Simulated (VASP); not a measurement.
These are PBE GGA, VASP's PBE PAW potentials (set 64) (plane waves; VASP) values and carry that method's errors.

Input for VASP

**POSCAR**
```
CoSn
5.212990
  1.0000000000   0.0000000000   0.0000000000
 -0.5000000000   0.8660254480   0.0000000000
  0.0000000000   0.0000000000   0.7982382471
Co Sn
3 3
Cart
 -0.2500000000   0.4330127240   0.0000000000
  0.5000000000   0.0000000000   0.0000000000
  0.2500000000   0.4330127240   0.0000000000
  0.5000005000   0.2886748606   0.3991191236
 -0.0000005000   0.5773505873   0.3991191236
  0.0000000000   0.0000000000   0.0000000000
```

INCAR:
```
SYSTEM = CoSn
PREC = Accurate
ENCUT = 240
EDIFF = 1E-6
NELM = 100
ALGO = Normal
LREAL = .FALSE.
LASPH = .TRUE.
ISMEAR = -1
SIGMA = 0.1
GGA = PE
LMAXMIX = 4
LWAVE = .FALSE.
LCHARG = .FALSE.
ISIF = 2
```

**KPOINTS**
```
Automatic mesh
0
Gamma
2 2 2
```

POTCAR, in this order: Co Sn_d (PBE.64 set). Program: vasp_std.

What VASP printed:

File OSZICAR:
```
       N       E                     dE             d eps       ncg     rms          rms(c)
DAV:   1     0.505880263750E+03    0.50588E+03   -0.20428E+04   344   0.161E+03
DAV:   2     0.267082036649E+02   -0.47917E+03   -0.46721E+03   328   0.457E+02
DAV:   3    -0.341986605084E+02   -0.60907E+02   -0.59970E+02   369   0.161E+02
DAV:   4    -0.362191112673E+02   -0.20205E+01   -0.19848E+01   392   0.329E+01
DAV:   5    -0.362706928745E+02   -0.51582E-01   -0.51474E-01   446   0.456E+00    0.154E+01
DAV:   6    -0.375786049195E+02   -0.13079E+01   -0.42134E+01   364   0.437E+01    0.149E+01
DAV:   7    -0.337309401265E+02    0.38477E+01   -0.20940E+01   381   0.322E+01    0.506E+00
DAV:   8    -0.335077873995E+02    0.22315E+00   -0.15433E+00   376   0.757E+00    0.175E+00
DAV:   9    -0.334708833071E+02    0.36904E-01   -0.19541E-01   397   0.431E+00    0.489E-01
DAV:  10    -0.334686154427E+02    0.22679E-02   -0.12726E-02   365   0.768E-01    0.333E-01
DAV:  11    -0.334669022640E+02    0.17132E-02   -0.29663E-03   359   0.367E-01    0.129E-01
DAV:  12    -0.334669099698E+02   -0.77058E-05   -0.60994E-04   374   0.203E-01    0.396E-02
DAV:  13    -0.334669253720E+02   -0.15402E-04   -0.74052E-05   416   0.699E-02    0.154E-02
DAV:  14    -0.334669228987E+02    0.24733E-05   -0.81241E-06   390   0.227E-02    0.440E-03
DAV:  15    -0.334669231336E+02   -0.23491E-06   -0.24308E-06   294   0.134E-02
   1 F= -.33466923E+02 E0= -.33402930E+02  d E =-.127987E+00
```

OUTCAR:
```
------------------------ aborting loop because EDIFF is reached ----------------------------------------
  FORCE on cell =-STRESS in cart. coord.  units (eV):
  Direction    XX          YY          ZZ          XY          YZ          ZX
  --------------------------------------------------------------------------------------
  Total       -1.2003048     -1.2003049     -0.7516528      0.0000000     -0.0000000      0.0000000
  in kB      -19.6371409    -19.6371429    -12.2971362      0.0000000     -0.0000000      0.0000000
  external PRESSURE =     -17.1904733 kB  Pullay stress =       0.0000000 kB
  volume of cell :       97.93
      direct lattice vectors                 reciprocal lattice vectors
     5.212990000  0.000000000  0.000000000     0.191828490  0.110752225  0.000000000
    -2.606495000  4.514582000  0.000000000     0.000000000  0.221504449  0.000000000
     0.000000000  0.000000000  4.161208000     0.000000000  0.000000000  0.240314832
 POSITION                                       TOTAL-FORCE (eV/Angst)
 -----------------------------------------------------------------------------------
     -1.30325      2.25729      0.00000        -0.000000      0.000000      0.000000
      2.60649      0.00000      0.00000        -0.000000      0.000000      0.000000
      1.30325      2.25729      0.00000        -0.000000      0.000000      0.000000
      2.60650      1.50486      2.08060         0.000000     -0.000000      0.000000
     -0.00000      3.00972      2.08060        -0.000000      0.000000      0.000000
      0.00000      0.00000      0.00000        -0.000000      0.000000      0.000000
 -----------------------------------------------------------------------------------
    total drift:                                0.000000      0.000000      0.000000
  FREE ENERGIE OF THE ION-ELECTRON SYSTEM (eV)
  ---------------------------------------------------
  free  energy   TOTEN  =       -33.4669231336 eV

  energy  without entropy=      -33.3389363651  energy(sigma->0) =      -33.40292975
```
(Selected blocks of OUTCAR.)

At this cut-off the stress carries a Pulay error, which pulls relaxed volumes low.

The structure comes from a computed database's CoSn entry; how it stands against other phases isn't given here. The cell was not relaxed at this level. The k-mesh is coarse (spacing up to 0.75 per Å, 2π included), so the numbers may not be converged in it. The run is one of a series of settings (ENCUT = 240, KPOINTS 2×2×2 Γ-centred mesh against the base run), some of them coarse on purpose. The run is not spin-polarised, so no magnetic state was tried. The electron count is odd and the run is not spin-polarised, which forces a metal.
